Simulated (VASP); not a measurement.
Data:

```yaml
crystal:
  lattice:
    - [1.80290, -11.01165, 0.00000]
    - [1.80290, 11.01165, 0.00000]
    - [0.00000, 0.00000, 3.82771]
  atoms:
    - { symbol: Si, position: [0.97035, 0.02965, 0.25000] }
    - { symbol: Si, position: [0.02965, 0.97035, 0.75000] }
    - { symbol: Si, position: [0.25015, 0.74985, 0.25000] }
    - { symbol: Si, position: [0.74985, 0.25015, 0.75000] }
    - { symbol: Ba, position: [0.61821, 0.38179, 0.25000] }
    - { symbol: Ba, position: [0.38179, 0.61821, 0.75000] }
```

The numbers are results of PBEsol GGA, VASP's PBE PAW potentials (set 64) (plane waves; VASP), not measurements. Run with 400 eV cut-off, Gaussian smearing of 0.050 eV, potentials Si Ba_sv.

Unless said otherwise, spin-orbit coupling is left out, though it shifts the bands of the heavy elements here.

Problem. What does the run give for the band gap (along the path) with the smallest direct gap where there is one?

Solution. 
- band gap (along the path) = none (metal, semimetal or under 0.01 eV)

The absolute energy has meaning only against runs of the same code, potentials and settings.

The structure was generated: BaSi2 was put into the C49 type (Cmcm), which need not be its known phase. It was relaxed first.
